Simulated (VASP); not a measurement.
Output of a VASP run:

File OSZICAR:
```
       N       E                     dE             d eps       ncg     rms          rms(c)
DAV:   1     0.466661966207E+03    0.46666E+03   -0.29464E+04  2620   0.110E+03
DAV:   2    -0.180186805227E+02   -0.48468E+03   -0.47085E+03  2156   0.411E+02
DAV:   3    -0.392948765244E+02   -0.21276E+02   -0.20212E+02  2766   0.662E+01
DAV:   4    -0.401079955439E+02   -0.81312E+00   -0.78126E+00  2584   0.948E+00
DAV:   5    -0.401480761767E+02   -0.40081E-01   -0.38931E-01  2656   0.165E+00    0.211E+01
DAV:   6    -0.400001107331E+02    0.14797E+00   -0.11955E+01  2496   0.207E+01    0.994E+00
DAV:   7    -0.465153622538E+02   -0.65153E+01   -0.53014E+01  2510   0.343E+01    0.174E+01
DAV:   8    -0.380957481066E+02    0.84196E+01   -0.30685E+01  2608   0.178E+01    0.250E+00
DAV:   9    -0.382598821042E+02   -0.16413E+00   -0.17755E+00  2532   0.402E+00    0.179E+00
DAV:  10    -0.382518966231E+02    0.79855E-02   -0.60460E-02  2448   0.107E+00    0.144E+00
DAV:  11    -0.382466693556E+02    0.52273E-02   -0.79879E-02  2510   0.178E+00    0.346E-01
DAV:  12    -0.382434566645E+02    0.32127E-02   -0.14795E-02  2264   0.766E-01    0.230E-01
DAV:  13    -0.382433779724E+02    0.78692E-04   -0.99162E-04  2648   0.158E-01    0.141E-01
DAV:  14    -0.382432639944E+02    0.11398E-03   -0.39892E-04  2326   0.130E-01    0.532E-02
DAV:  15    -0.382433591817E+02   -0.95187E-04   -0.80750E-04  2292   0.162E-01    0.426E-02
DAV:  16    -0.382434558457E+02   -0.96664E-04   -0.87431E-05  2340   0.687E-02    0.158E-02
DAV:  17    -0.382436026624E+02   -0.14682E-03   -0.99171E-05  2240   0.245E-02    0.136E-02
DAV:  18    -0.382436165465E+02   -0.13884E-04   -0.86237E-06  2008   0.172E-02    0.139E-02
DAV:  19    -0.382436208875E+02   -0.43410E-05   -0.10256E-05  2276   0.209E-02    0.218E-03
DAV:  20    -0.382436228241E+02   -0.19366E-05   -0.12990E-06  1682   0.581E-03    0.401E-03
DAV:  21    -0.382436232228E+02   -0.39873E-06   -0.28410E-07  1300   0.428E-03
   1 F= -.38243623E+02 E0= -.38160488E+02  d E =-.166271E+00  mag=    -0.0000    -0.0000     0.0000
```

### OUTCAR
```
------------------------ aborting loop because EDIFF is reached ----------------------------------------
  FORCE on cell =-STRESS in cart. coord.  units (eV):
  Direction    XX          YY          ZZ          XY          YZ          ZX
  --------------------------------------------------------------------------------------
  Total       -2.0923576     -2.0923576     -1.1724461      0.0000000      0.0000000     -0.0000000
  in kB      -27.9538155    -27.9538155    -15.6638341      0.0000000      0.0000000     -0.0000000
  external PRESSURE =     -23.8571550 kB  Pullay stress =       0.0000000 kB
  volume of cell :      119.92
      direct lattice vectors                 reciprocal lattice vectors
     2.596410000  0.000000000  0.000000000     0.385147184  0.000000000  0.000000000
     0.000000000  2.596410000  0.000000000     0.000000000  0.385147184  0.000000000
     0.000000000  0.000000000 17.789300000     0.000000000  0.000000000  0.056213567
 POSITION                                       TOTAL-FORCE (eV/Angst)
 -----------------------------------------------------------------------------------
      0.00000      0.00000      5.00000         0.000000      0.000000      0.228394
      0.00000      0.00000      7.59640         0.000000     -0.000000     -0.323890
      0.00000      0.00000     10.19290        -0.000000     -0.000000      0.323890
      0.00000      0.00000     12.78930        -0.000000     -0.000000     -0.228394
 -----------------------------------------------------------------------------------
    total drift:                                0.000000      0.000000      0.000000
  FREE ENERGIE OF THE ION-ELECTRON SYSTEM (eV)
  ---------------------------------------------------
  free  energy   TOTEN  =       -38.2436232228 eV

  energy  without entropy=      -38.0773521719  energy(sigma->0) =      -38.16048770

 total charge

# of ion       s       p       d       tot
------------------------------------------
    1        2.378   6.099   4.012  12.489
    2        2.406   6.135   4.038  12.580
    3        2.406   6.135   4.038  12.580
    4        2.378   6.099   4.012  12.489
--------------------------------------------------
tot          9.569  24.468  16.100  50.136

 magnetization (x)

# of ion       s       p       d       tot
------------------------------------------
    1        0.000   0.000  -0.000  -0.000
    2        0.000   0.000   0.000   0.000
    3        0.000   0.000   0.000   0.000
    4        0.000   0.000  -0.000  -0.000
--------------------------------------------------
tot          0.000   0.000  -0.000  -0.000

 magnetization (y)

# of ion       s       p       d       tot
------------------------------------------
    1        0.000   0.000   0.000   0.000
    2        0.000   0.000   0.000   0.000
    3        0.000   0.000   0.000   0.000
    4        0.000   0.000   0.000   0.000
--------------------------------------------------
tot          0.000   0.000   0.000   0.000

 magnetization (z)

# of ion       s       p       d       tot
------------------------------------------
    1        0.000   0.000   0.000   0.000
    2        0.000   0.000   0.000   0.000
    3        0.000   0.000   0.000   0.000
    4        0.000   0.000   0.000   0.000
--------------------------------------------------
tot          0.000   0.000   0.000   0.000

...
```
(Selected blocks of OUTCAR.)

POSCAR:
```
Mo
1
    2.5964100000     0.0000000000     0.0000000000
    0.0000000000     2.5964100000     0.0000000000
    0.0000000000     0.0000000000    17.7893000000
Mo
4
Direct
  0.0000000000   0.0000000000   0.2810680000
  0.0000000000   0.0000000000   0.4270210000
  0.0000000000   0.0000000000   0.5729790000
  0.0000000000   0.0000000000   0.7189320000
```

Reconstruct the remaining input files.

This is not unique; one that fits is the input of the run itself, PBE GGA with spin-orbit coupling, plane waves, VASP's PBE PAW potentials (set 64).

INCAR:
```
SYSTEM = Mo
PREC = Accurate
ENCUT = 300
EDIFF = 1E-6
NELM = 100
ALGO = Normal
LREAL = .FALSE.
LASPH = .TRUE.
ISMEAR = -1
SIGMA = 0.1
GGA = PE
LMAXMIX = 4
LWAVE = .FALSE.
LCHARG = .FALSE.
ISIF = 2
LSORBIT = .TRUE.
LNONCOLLINEAR = .TRUE.
MAGMOM = 0.0 0.0 0.0 0.0 0.0 0.0 0.0 0.0 0.0 0.0 0.0 0.0
GGA_COMPAT = .FALSE.
LORBIT = 11
```

### KPOINTS
```
K-points
0
Gamma
 9 9 1
0 0 0
```

POTCAR, in this order: Mo_sv (PBE.64 set). Program: vasp_ncl.

At this cut-off the stress carries a Pulay error, which pulls relaxed volumes low. The cell holds a wide vacuum, so values per volume refer to the whole cell.

The cell is a sheet with vacuum, built from a generated structure.
